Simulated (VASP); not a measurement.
An input for Ansatz (written as the equivalent of a VASP run, and not itself run):

Ansatz 0.2 input:
```yaml
crystal:
  lattice:
    - [0.0000000, 3.2691604, 3.2691604]
    - [3.2691604, 0.0000000, 3.2691604]
    - [3.2691604, 3.2691604, 0.0000000]
  atoms:
    - { symbol: Mg, position: [0.2500000, 0.2500000, 0.2500000] }
    - { symbol: Mg, position: [0.7500000, 0.7500000, 0.7500000] }
    - { symbol: Sn, position: [0.0000000, 1.0000000, 1.0000000] }
kpoints:
  mp_grid: { grid: [8, 8, 8] }
hamiltonian:
  xc: pbe
  pseudopotentials: { kind: paw }
scf:
  occupations: { method: methfessel_paxton, width: 0.1 }
  max_iter: 100
output: { forces: true, stress: true, eigenvalues: true }
```

Translate this input to VASP (INCAR, KPOINTS, POSCAR, choice of POTCAR).

This is not unique; one that fits is 
File POSCAR:
```
Mg2Sn
1
    0.0000000000     3.2691603590     3.2691603590
    3.2691603590     0.0000000000     3.2691603590
    3.2691603590     3.2691603590     0.0000000000
Mg Sn
2 1
Direct
  0.2500000000   0.2500000000   0.2500000000
  0.7500000000   0.7500000000   0.7500000000
  0.0000000000   1.0000000000   1.0000000000
```

### KPOINTS
```
Automatic mesh
0
Gamma
8 8 8
0 0 0
```

### INCAR
```
SYSTEM = Mg2Sn
PREC = Accurate
ENCUT = 480
EDIFF = 1E-7
NELM = 100
ALGO = Normal
LREAL = .FALSE.
LASPH = .TRUE.
ISMEAR = 1
SIGMA = 0.1
GGA = PE
LMAXMIX = 4
LWAVE = .FALSE.
LCHARG = .FALSE.
ISIF = 2
```

POTCAR, in this order: Mg Sn_d (PBE.64 set). Program: vasp_std.

Limits of the translation: each code has its own PAW files, so the cut-off isn't converted (ENCUT is set for VASP's; basis.ecutwfc is left out, and Ansatz then takes the one that its files recommend); Ansatz stops its SCF on the density residual and VASP on the energy change (EDIFF).

The compound is Mg2Sn in the antifluorite structure. This cell was strained or had an atom moved on purpose.
